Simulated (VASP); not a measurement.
Here is the system:

```yaml
crystal:
  lattice:
    - [1.65851, -2.87262, 0.00000]
    - [1.65851, 2.87262, 0.00000]
    - [0.00000, 0.00000, 5.16218]
  atoms:
    - { symbol: Sc, position: [0.33333, 0.66667, 0.25000] }
    - { symbol: Sc, position: [0.66667, 0.33333, 0.75000] }
```

Method: PBE GGA, VASP's PBE PAW potentials (set 64) (plane waves; VASP). Run with 400 eV cut-off, 11×11×7 Γ-centred mesh, first-order Methfessel-Paxton smearing of 0.10 eV, potentials Sc_sv.

Q: Estimate the energy per atom (σ→0), band gap (on the k-mesh) with the smallest direct gap where there is one.

A: 
```yaml
band gap (on the k-mesh): none (metal, semimetal or under 0.01 eV)
energy per atom (σ→0): -602.9 kJ/mol of atoms
```

The compound is Sc in the hcp structure. It was relaxed first. The start is the result of an earlier pass.
